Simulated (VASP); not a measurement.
Energy against volume of Fe (bcc). All values below come from revTPSS meta-GGA, VASP's PBE PAW potentials (set 64) (plane waves; VASP 6.6.1). Numerical set-up: 520 eV cut-off, 18×18×18 Γ-centred mesh, first-order Methfessel-Paxton smearing of 0.10 eV, potentials Fe.

```csv
V (Å³/atom),E (eV/atom)
10.605,-5.82607
10.933,-5.83347
11.261,-5.82568
11.588,-5.80646
```

Q: Fit these four points and predict the energy of the run at 10.277 Å³/atom.

A: A cubic in V^(−2/3), the third-order Birch-Murnaghan form, passes through the four points with V0 = 10.91 Å³/atom and B0 = 250 GPa, and gives -5.7988 eV/atom there. The run gave -5.8024 eV/atom, -3.6 meV/atom from the fit; all five points give B0 = 234 GPa.

The compound is Fe in the bcc structure. It was relaxed first, which changed the volume by -8 %.
